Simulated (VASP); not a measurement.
# KPt (P-6m2) in VASP: further runs

The runs below take KPt through single point, with LDA.

Program: VASP 6.6.1. These are calculated values, not measurements. Logs are shortened: lines on timing, memory, paths and dates and some standing lists are left out, and cuts for length are marked.

## (1) Starting point

It takes space group P-6m2 (No. 187, hexagonal). The conventional cell has a = 3.001 Å, b = 3.001 Å, c = 5.346 Å, α = 90.00°, β = 90.00°, γ = 120.00°. Pt (site symmetry -6m2) has 6 Pt at 3.00 Å and 6 K at 3.19 Å as nearest neighbours. K (site symmetry -6m2) has 6 K at 3.00 Å and 6 Pt at 3.19 Å as nearest neighbours.

The cell comes from a database or a generator and needn't be the stable form of this composition.

## (2) Single point, LDA

The input, INCAR:

```
SYSTEM = KPt
PREC = Accurate ; ENCUT = 500
EDIFF = 1E-6 ; ISMEAR = 0
SIGMA = 0.05 ; LREAL = .False.
LASPH = .True. ; NELM = 60
ALGO = Normal ; ISIF = 2
LWAVE = .False. ; LCHARG = .False.
GGA = CA
```

The input, KPOINTS:

```
Automatic mesh
0
Gamma
  10 10 5
  0 0 0
```

The input, POSCAR:

```
KPt
1.0
    3.0008472788      0.0000000000      0.0000000000
   -1.5004236394      2.5988099763      0.0000000000
    0.0000000000      0.0000000000      5.3455780000
Pt K
1 1
Direct
    0.6666666667      0.3333333333      0.0000000000
    0.0000000000      0.0000000000      0.5000000000
```

Potentials or basis: VASP PAW LDA potentials, release 64 (Pt, K_pv).

On the command line:

```bash
$ cat potpaw_LDA.64/Pt/POTCAR potpaw_LDA.64/K_pv/POTCAR > POTCAR
$ mpirun -np 1 vasp_std > vasp.out
```

OUTCAR:

```text
SYSTEM = KPt
   PREC = Accurate
   ENCUT = 500
   EDIFF = 1E-6
   ISMEAR = 0
   LREAL = .False.
   LASPH = .True.
   NELM = 60
   ISIF = 2
   GGA = CA

 ion  position               nearest neighbor table
   1  0.667  0.333  0.000-   2 3.19   2 3.19   2 3.19   2 3.19   2 3.19   2 3.19   2 4.38   2 4.38
                             2 4.38   2 4.38   2 4.38   2 4.38
   2  0.000  0.000  0.500-   1 3.19   1 3.19   1 3.19   1 3.19   1 3.19   1 3.19   1 4.38   1 4.38
                             1 4.38   1 4.38   1 4.38   1 4.38

  LATTYP: Found a hexagonal cell.
 ALAT       =     3.0008472788
 C/A-ratio  =     1.7813562315

  Lattice vectors:

 A1 = (   3.0008472788,   0.0000000000,   0.0000000000)
 A2 = (  -1.5004236394,   2.5988099763,   0.0000000000)
 A3 = (   0.0000000000,   0.0000000000,   5.3455780000)

Analysis of symmetry for initial positions (statically):
=====================================================================
 Subroutine PRICEL returns:
 Original cell was already a primitive cell.

 Routine SETGRP: Setting up the symmetry group for a
 hexagonal supercell.

 Subroutine GETGRP returns: Found 12 space group operations
 (whereof 12 operations were pure point group operations)
 out of a pool of 24 trial point group operations.

The static configuration has the point symmetry D_3h.

Analysis of symmetry for dynamics (positions and initial velocities):
=====================================================================
 Subroutine PRICEL returns:
 Original cell was already a primitive cell.

 Routine SETGRP: Setting up the symmetry group for a
 hexagonal supercell.

 Subroutine GETGRP returns: Found 12 space group operations
 (whereof 12 operations were pure point group operations)
 out of a pool of 24 trial point group operations.

The dynamic configuration has the point symmetry D_3h.

 Subroutine INISYM returns: Found 12 space group operations
 (whereof 12 operations are pure point group operations),
 and found     1 'primitive' translations

----------------------------------------------------------------------------------------

                                     Primitive cell

  volume of cell :      41.6882

  direct lattice vectors                    reciprocal lattice vectors
     3.000847279  0.000000000  0.000000000     0.333239218  0.192395752  0.000000000
    -1.500423639  2.598809976  0.000000000     0.000000000  0.384791504  0.000000000
     0.000000000  0.000000000  5.345578000     0.000000000  0.000000000  0.187070509

  length of vectors
     3.000847279  3.000847279  5.345578000     0.384791504  0.384791504  0.187070509

  position of ions in fractional coordinates (direct lattice)
     0.666666667  0.333333333  0.000000000
     0.000000000  0.000000000  0.500000000

  ion indices of the primitive-cell ions
[... 91 lines left out ...]
   EFERMI_NEDOS =   21; number of points for ismear=-14 and -15
   IALGO  =     38    algorithm
   IMIX   =      4    mixing-type and parameters
     AMIX     =   0.40;   BMIX     =  1.00
     AMIX_MAG =   1.60;   BMIX_MAG =  1.00
  volume/ion in A,a.u.               =      20.84       140.66
  Fermi-wavevector in a.u.,A,eV,Ry     =   1.214004  2.294135 20.052343  1.473806
  Thomas-Fermi vector in A             =   2.349438
   LORBIT       =      0    0 simple, 1 ext, 2 COOP (PROOUT), +10 PAW based schemes
   GGA     = CA    functional components
   LHFCALC =     F    Hartree Fock is set to
   AEXX    =    0.0000 exact exchange contribution
   IVDW    =     0    specifies the selected vdW correction
   LEPSILON=     F    determine dielectric tensor
   LRPA    =     F    only Hartree local field effects (RPA)
 non-spin polarized calculation
 Gauss-broadening in eV      SIGMA  =   0.05
  energy-cutoff  :      500.00
  volume of cell :       41.69
 maximum number of plane-waves:      1087
 NGX is ok and might be reduce to    24
   NGX = 11   NGY = 11   NGZ = 19

 number of electron      17.0000000 magnetization

 Free energy of the ion-electron system (eV)
  ---------------------------------------------------
  ext. energy  EPLUGINS =         0.00000000
  ---------------------------------------------------
  free energy    TOTEN  =        -8.08054558 eV

  energy without entropy =       -8.07772443  energy(sigma->0) =       -8.07913500

 E-fermi :   3.3815     XC(G=0): -10.9321

 val. band max:        3.3587909811   @ k =   0.3000   0.1000   0.2000
 cond. band min:       3.3992489867   @ k =   0.3000   0.1000   0.4000
 fundamental gap:      0.0404580056
 Fermi energy:         3.3815204307

 k-point     1 :       0.0000    0.0000    0.0000
  band No.  band energies     occupation
      1     -11.8610      2.00000
      2     -10.9513      2.00000
      3     -10.9513      2.00000
      4      -3.0243      2.00000
      5       0.0753      2.00000
      6       1.0403      2.00000
      7       1.0403      2.00000
      8       2.4415      2.00000
      9       2.4415      2.00000
     10       5.1204      0.00000
     11       5.1902      0.00000
     12       9.1800      0.00000
[... 331 lines left out ...]
 k-point    24 :       0.4000    0.1000    0.2000
  band No.  band energies     occupation
      1     -13.1600      2.00000
      2     -11.5956      2.00000
      3     -11.3516      2.00000
      4      -0.7389      2.00000
      5       0.1989      2.00000
      6       1.1826      2.00000
      7       1.7849      2.00000
      8       2.4671      2.00000
      9       4.4048      0.00000
     10       5.4661      0.00000
     11       6.3066      0.00000
     12       7.6857      0.00000

 [... further k-points ...]

------------------------ aborting loop because EDIFF is reached ----------------------------------------

  FORCE on cell =-STRESS in cart. coord.  units (eV):
  Direction    XX          YY          ZZ          XY          YZ          ZX
  --------------------------------------------------------------------------------------
  -------------------------------------------------------------------------------------
  Total       -1.5990393     -1.5990393     -1.0122856      0.0000000      0.0000000      0.0000000
  in kB      -61.4549176    -61.4549176    -38.9045635      0.0000000      0.0000000      0.0000000
  external PRESSURE =     -53.9381329 kB  Pullay stress =       0.0000000 kB

 VOLUME and BASIS-vectors are now :
 -----------------------------------------------------------------------------
  energy-cutoff  :      500.00
  volume of cell :       41.69
      direct lattice vectors                 reciprocal lattice vectors
     3.000847279  0.000000000  0.000000000     0.333239218  0.192395752  0.000000000
    -1.500423639  2.598809976  0.000000000     0.000000000  0.384791504  0.000000000
     0.000000000  0.000000000  5.345578000     0.000000000  0.000000000  0.187070509

 POSITION                                       TOTAL-FORCE (eV/Angst)
 -----------------------------------------------------------------------------------
      1.50042      0.86627      0.00000        -0.000000      0.000000      0.000000
      0.00000      0.00000      2.67279         0.000000     -0.000000      0.000000
 -----------------------------------------------------------------------------------
    total drift:                               -0.000000      0.000000      0.000000

  FREE ENERGIE OF THE ION-ELECTRON SYSTEM (eV)
  ---------------------------------------------------
  free  energy   TOTEN  =        -8.0805455763 eV

  energy  without entropy=       -8.0777244272  energy(sigma->0) =       -8.07913500
```

stdout:

```text
POSCAR found type information on POSCAR PtK
 POSCAR found :  2 types and       2 ions
 scaLAPACK will be used
 LDA part: xc-table for (Slater(with rela. corr.)+CA(PZ))
 , standard interpolation
 POSCAR, INCAR and KPOINTS ok, starting setup
 FFT: planning ... GRIDC
 FFT: planning ... GRID_SOFT
 FFT: planning ... GRID
 WAVECAR not read
 entering main loop
```

Run time: 6.3 s. Hardware: 1 thread of Intel Xeon Platinum 8559C (Emerald Rapids), shared host; peak memory 0.15 GiB.

What came out:

- Free energy: -8.0805 eV
- Pressure: -5.4 GPa
- Band gap on the k mesh: none (metal or under the smearing width)

Levels at points of the mesh, in eV from the Fermi level:
```csv
k point,band 5,band 6,band 7,band 8,band 9,band 10,band 11,band 12
"(0.00, 0.00, 0.00)",-3.31,-2.34,-2.34,-0.94,-0.94,1.74,1.81,5.80
"(0.50, 0.00, 0.00)",-3.19,-2.17,-1.46,0.08,0.50,1.88,2.29,3.58
```

## (3) Single point, LDA

The input, run.py:

```python
from ase.calculators.vasp import Vasp
from ase.dft.bandgap import bandgap
from ase.io import read

atoms = read('POSCAR')
calc = Vasp(
    directory='calc',
    xc='lda',
    pp='LDA',
    setups='minimal',
    prec='Accurate',
    encut=500,
    ediff=1e-06,
    ismear=0,
    sigma=0.05,
    lreal=False,
    lasph=True,
    nelm=60,
    algo='Normal',
    isif=2,
    lwave=False,
    lcharg=True,
    lelf=True,
    lvhar=True,
    kpts=[10, 10, 5],
    gamma=True,
    nbands=16,
)
atoms.calc = calc

print('energy (eV):', atoms.get_potential_energy())
print('free energy (eV):', atoms.get_potential_energy(force_consistent=True))
print('forces (eV/A):')
print(atoms.get_forces())
print('stress (eV/A^3, Voigt):', atoms.get_stress())
print('Fermi level (eV):', calc.get_fermi_level())
gap, top, bottom = bandgap(calc)
print('band gap (eV):', gap, 'from (spin, k, band)', top, 'to', bottom)
```

POSCAR is that of step 2.

Potentials or basis: VASP PAW LDA potentials, release 64 (Pt, K_pv).

On the command line:

```bash
$ python run.py
```

It took 11 s on 1 thread of Intel Xeon Platinum 8559C (Emerald Rapids), shared host; peak memory 0.16 GiB.

It converged, with:

- Free energy: -8.0805 eV
- Pressure: -5.4 GPa
- Band gap on the k mesh: none (metal or under the smearing width)

Stress tensor (GPa, compression positive):
```
-6.14  0.00  0.00
 0.00 -6.14  0.00
 0.00  0.00 -3.89
```

Levels at points of the mesh, in eV from the Fermi level:
```csv
k point,band 7,band 8,band 9,band 10,band 11,band 12
"(0.00, 0.00, 0.00)",-2.34,-0.94,-0.94,1.74,1.81,5.80
"(0.50, 0.00, 0.00)",-1.46,0.08,0.50,1.88,2.29,3.58
```

The run has no spin-orbit coupling, so splittings on Pt are missing.
